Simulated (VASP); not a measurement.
An input for Quantum ESPRESSO's pw.x (written as the equivalent of a VASP run, and not itself run):

```
&CONTROL
  calculation = 'scf'
  pseudo_dir = './pseudo'
  outdir = './out'
  tprnfor = .true.
  tstress = .true.
/
&SYSTEM
  ibrav = 0
  nat = 2
  ntyp = 1
  ecutwfc = 66
  occupations = 'smearing'
  smearing = 'methfessel-paxton'
  degauss = 0.00735
  input_dft = 'pbe'
/
&ELECTRONS
  conv_thr = 7.3e-08
  electron_maxstep = 100
/
ATOMIC_SPECIES
  Zr 91.224 Zr.upf
CELL_PARAMETERS angstrom
     1.6473000   -2.8532070    0.0000000
     1.6473000    2.8532070    0.0000000
     0.0000000    0.0000000    5.2530000
ATOMIC_POSITIONS crystal
  Zr   0.3333330  0.6666670  0.2500000
  Zr   0.6666670  0.3333330  0.7500000
K_POINTS automatic
  7 7 4 0 0 1
```

**Question.** Write the VASP files for the same calculation (PBE).

**Answer.** This is not unique; one that fits is 
**POSCAR**
```
Zr
1
    1.6473000000    -2.8532070000     0.0000000000
    1.6473000000     2.8532070000     0.0000000000
    0.0000000000     0.0000000000     5.2530000000
Zr
2
Direct
  0.3333330000   0.6666670000   0.2500000000
  0.6666670000   0.3333330000   0.7500000000
```

File KPOINTS:
```
Automatic mesh
0
Monkhorst-Pack
7 7 4
0 0 0
```

### INCAR
```
SYSTEM = Zr
PREC = Accurate
ENCUT = 400
EDIFF = 1E-6
NELM = 100
ALGO = Normal
LREAL = .FALSE.
LASPH = .TRUE.
ISMEAR = 1
SIGMA = 0.1
GGA = PE
LMAXMIX = 4
LWAVE = .FALSE.
LCHARG = .FALSE.
ISIF = 2
```

POTCAR, in this order: Zr_sv (PBE.64 set). Program: vasp_std.

What does not carry over: the potentials are each code's own (VASP's PAW set, PseudoDojo norm-conserving files in pw.x), so ENCUT and ecutwfc are chosen apart and not converted; conv_thr bounds pw.x's estimated SCF error, while EDIFF bounds the energy change between steps; an even Monkhorst-Pack mesh in KPOINTS is the half-step-shifted mesh of pw.x.

The compound is Zr in the hcp structure. The cell was not relaxed at this level. The k-mesh is coarse (spacing up to 0.31 per Å, 2π included), so the numbers may not be converged in it. The run is one of a series of settings (KPOINTS 7×7×4 Monkhorst-Pack mesh against the base run), some of them coarse on purpose.
